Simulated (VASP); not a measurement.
Calculation: LDA (Ceperley-Alder, Perdew-Zunger), VASP's LDA PAW potentials (set 64) (plane waves; VASP).

VASP ran on this input.

File POSCAR:
```
NaAg2
1.0
  0.0000000000   4.0259460000   4.0259460000
  4.0259460000   0.0000000000   4.0259460000
  4.0259460000   4.0259460000   0.0000000000
Na Ag
2 4
Cartesian
  2.0026142409   2.0354619344   1.9814055574
  0.0228995808   0.0278917539  -0.0040903611
  3.0402977965   4.9420017009   3.0035328576
  5.0071576110   5.1299690937   5.0489026451
  5.0579569976   3.0334295326   3.0954210491
  2.9858307731   2.9480029844   4.9915933038
```

File KPOINTS:
```
Regular mesh
0
G
  7 7 7
```

**INCAR**
```
! general
SYSTEM  = NaAg2
PREC    = Accurate
ENCUT   = 300
LREAL   = .FALSE.
LASPH   = .TRUE.

! electronic loop
EDIFF   = 1E-6
NELM    = 100
ALGO    = Normal
LMAXMIX = 4

! smearing
ISMEAR  = -1
SIGMA   = 0.136

! ions
ISIF    = 2

! output
LWAVE   = .FALSE.
LCHARG  = .FALSE.
```

POTCAR, in this order: Na_pv Ag (LDA.64 set). Program: vasp_std.

At this cut-off the stress carries a Pulay error, which pulls relaxed volumes low.

Q: What does the run give for the energy per atom (σ→0), pressure, largest force, band gap (on the k-mesh)?

A: 
- energy per atom (σ→0): -3.012 eV/atom
- band gap (on the k-mesh): none (metal, semimetal or under 0.01 eV)
- pressure: -6.07 GPa
- largest force: 0.374 eV/Å

### OSZICAR
```
...
DAV:   5    -0.192897854863E+02   -0.74870E-02   -0.74855E-02 13508   0.178E+00    0.805E+00
DAV:   6    -0.181944182964E+02    0.10954E+01   -0.57467E+00 12136   0.157E+01    0.519E+00
DAV:   7    -0.181492681851E+02    0.45150E-01   -0.10783E-01 12104   0.218E+00    0.284E+00
DAV:   8    -0.181241871016E+02    0.25081E-01   -0.29135E-02 12252   0.764E-01    0.202E-01
DAV:   9    -0.181238807987E+02    0.30630E-03   -0.94611E-04 12448   0.213E-01    0.812E-02
DAV:  10    -0.181238124733E+02    0.68325E-04   -0.23434E-04 12162   0.103E-01    0.168E-02
DAV:  11    -0.181238119523E+02    0.52105E-06   -0.98473E-06 13578   0.260E-02
   1 F= -.18123812E+02 E0= -.18073516E+02  d E =-.100591E+00
```

The structure comes from a computed database's NaAg2 entry; how it stands against other phases isn't given here. The cell was not relaxed at this level, atoms are displaced from their ideal sites.
